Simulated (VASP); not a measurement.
A convergence study with VASP on GaSb (zinc blende): one setting is varied, all else stays as given below, so the limit is that of these other settings. Each run relaxes cell and ions from the cell shown.

```xyz
2
Lattice="0.0000 3.0500 3.0500 3.0500 0.0000 3.0500 3.0500 3.0500 0.0000" Properties=species:S:1:pos:R:3 pbc="T T T"
Ga     0.0000     0.0000     0.0000
Sb     1.5250     1.5250     1.5250
```

Calculation: LDA (Ceperley-Alder, Perdew-Zunger), VASP's LDA PAW potentials (set 64) (plane waves; VASP 6.6.1). The tightest run used: 550 eV cut-off, 11×11×11 Γ-centred mesh, Gaussian smearing of 0.050 eV, potentials Ga_d Sb.

Question: The settings run are 2×2×2 mesh; 3×3×3 mesh; 4×4×4 mesh; 5×5×5 mesh; 7×7×7 mesh; 8×8×8 mesh; 9×9×9 mesh; 10×10×10 mesh; 11×11×11 mesh. From which on does the relaxed volume stay within 0.05 Å³/atom of the tightest run?

Answer: From 5×5×5 mesh on: it is off by 0.038 there and by no more than 0.05 in any finer run, while 4×4×4 mesh is off by 0.321.
| setting | relaxed volume (Å³/atom) | E (eV/atom) | irreducible k-points | difference judged (Å³/atom) |
|---|---|---|---|---|
| 2×2×2 mesh | 35.023 | -3.2339 | 3 | 7.259 |
| 3×3×3 mesh | 29.028 | -4.0223 | 4 | 1.265 |
| 4×4×4 mesh | 28.084 | -4.2315 | 8 | 0.321 |
| 5×5×5 mesh | 27.802 | -4.2968 | 10 | 0.038 |
| 7×7×7 mesh | 27.756 | -4.3292 | 20 | 0.008 |
| 8×8×8 mesh | 27.757 | -4.3333 | 29 | 0.007 |
| 9×9×9 mesh | 27.759 | -4.3352 | 35 | 0.005 |
| 10×10×10 mesh | 27.762 | -4.3362 | 47 | 0.002 |
| 11×11×11 mesh | 27.764 | -4.3367 | 56 | 0.000 |

Left out are rungs that failed or repeat a setting and relaxations that didn't move; long series are thinned to 24 rows.

The compound is GaSb in the zinc blende structure.
